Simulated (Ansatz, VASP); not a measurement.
## One calculation of ReOs3C, two programs

```xyz
5
Lattice="4.0360 0.0000 0.0000 0.0000 4.0360 0.0000 0.0000 0.0000 4.0360" Properties=species:S:1:pos:R:3 pbc="T T T"
Re    0.0000    0.0000    0.0000
Os    0.0000    2.0180    2.0180
Os    2.0180    0.0000    2.0180
Os    2.0180    2.0180    0.0000
C     2.0180    2.0180    2.0180
```

Alike in both runs: functional PBE; k mesh 4 × 4 × 4; occupations gaussian, width 0.1 eV; no spin polarisation.

Ansatz relaxed the structure, and its values are those at the end. VASP's run is a single point on that final structure, the one shown.

|  | VASP | Ansatz |
| --- | --- | --- |
| version | VASP 6.6.1 | Ansatz 0.2.0 |
| potentials or method | VASP PAW PBE potentials, release 64 (Re, Os, C) | scalar-relativistic, plane waves, PAW |
| plane-wave cutoff (eV) | 520 | 420 |
| valence electrons in the cell | 35 | 67 |

VASP gave:

* gap on the k mesh at the Fermi level (eV): none
* pressure (GPa): 1.7

Problem. What did Ansatz give for the same quantities?

Solution. gap on the k mesh at the Fermi level (eV): none; pressure (GPa): 0.2.

A gap of «none» marks a metal or a gap that the smearing closes. The two sets of potentials don't hold the same shells in valence.

Caveats: the k mesh is coarse (spacing up to 0.39 Å⁻¹), so the values aren't converged. The runs have no spin-orbit coupling, so splittings on Os, Re are missing.
